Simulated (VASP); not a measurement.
All values below come from PBE GGA with D3 dispersion (Becke-Johnson damping), VASP's PBE PAW potentials (set 64) (plane waves; VASP 6.6.1).

Input for VASP

**KPOINTS**
```
K-points
0
Gamma
  12 12 12
0 0 0
```

**INCAR**
```
SYSTEM=CoGa
PREC=Accurate; ENCUT=520; LREAL=F
LASPH=T
EDIFF=1E-6; NELM=100; ALGO=Normal
LMAXMIX=4
ISMEAR=1; SIGMA=0.1
GGA=PE; IVDW=12
IBRION=2; NSW=60; ISIF=3
EDIFFG=-0.01
LWAVE=F; LCHARG=F
```

**POSCAR**
```
CoGa
1.0
  2.8508706412   0.0000000000   0.0000000000
  0.0000000000   2.8508706412   0.0000000000
  0.0000000000   0.0000000000   2.8508706412
Ga Co
1 1
Cartesian
  1.4254353206   1.4254353206   1.4254353206
  0.0000000000   0.0000000000   0.0000000000
```

POTCAR, in this order: Ga_d Co (PBE.64 set). Program: vasp_std.

Output

**OSZICAR**
```
       N       E                     dE             d eps       ncg     rms          rms(c)
DAV:   1     0.974945282260E+02    0.97495E+02   -0.10892E+04  2696   0.265E+03
DAV:   2    -0.668146294577E+01   -0.10418E+03   -0.10189E+03  2625   0.354E+02
DAV:   3    -0.113611050192E+02   -0.46796E+01   -0.46465E+01  2912   0.807E+01
DAV:   4    -0.114304710488E+02   -0.69366E-01   -0.69354E-01  3426   0.916E+00
DAV:   5    -0.114320031298E+02   -0.15321E-02   -0.15321E-02  3129   0.121E+00    0.974E+00
DAV:   6    -0.123328855500E+02   -0.90088E+00   -0.21233E+01  2876   0.624E+01    0.108E+01
DAV:   7    -0.104904135881E+02    0.18425E+01   -0.86473E+00  2612   0.463E+01    0.189E+00
DAV:   8    -0.104712495685E+02    0.19164E-01   -0.23754E-01  2965   0.556E+00    0.657E-01
DAV:   9    -0.104649211224E+02    0.63284E-02   -0.20471E-02  3396   0.233E+00    0.139E-01
DAV:  10    -0.104646747806E+02    0.24634E-03   -0.68170E-04  3196   0.370E-01    0.732E-02
DAV:  11    -0.104646627806E+02    0.12000E-04   -0.12002E-04  3562   0.198E-01    0.150E-02
DAV:  12    -0.104646615089E+02    0.12717E-05   -0.74055E-06  3043   0.476E-02    0.309E-03
DAV:  13    -0.104646614197E+02    0.89178E-07   -0.58238E-07  1611   0.108E-02
   1 F= -.11353095E+02 E0= -.11353289E+02  d E =-.113531E+02
```

File OUTCAR:
```
------------------------ aborting loop because EDIFF is reached ----------------------------------------
 Edisp (eV)   -0.88843
  FORCE on cell =-STRESS in cart. coord.  units (eV):
  Direction    XX          YY          ZZ          XY          YZ          ZX
  --------------------------------------------------------------------------------------
  Total      -0.00566    -0.00566    -0.00566     0.00000     0.00000    -0.00000
  in kB      -0.39159    -0.39159    -0.39159     0.00000     0.00000    -0.00000
  external pressure =       -0.39 kB  Pullay stress =        0.00 kB
  volume of cell :       23.17
      direct lattice vectors                 reciprocal lattice vectors
     2.850870641  0.000000000  0.000000000     0.350770037  0.000000000  0.000000000
     0.000000000  2.850870641  0.000000000     0.000000000  0.350770037  0.000000000
     0.000000000  0.000000000  2.850870641     0.000000000  0.000000000  0.350770037
 POSITION                                       TOTAL-FORCE (eV/Angst)
 -----------------------------------------------------------------------------------
      1.42544      1.42544      1.42544         0.000000      0.000000      0.000000
      0.00000      0.00000      0.00000         0.000000      0.000000      0.000000
 -----------------------------------------------------------------------------------
    total drift:                                0.000000      0.000000     -0.000000
  FREE ENERGIE OF THE ION-ELECTRON SYSTEM (eV)
  ---------------------------------------------------
  free  energy   TOTEN  =       -11.3530945187 eV

  energy  without entropy=      -11.3536789471  energy(sigma->0) =      -11.35328933

 reached required accuracy - stopping structural energy minimisation
```
(Selected blocks of OUTCAR.)

The compound is CoGa in the CsCl type structure. It was relaxed first. The start is the result of an earlier pass. The run is not spin-polarised, so no magnetic state was tried.
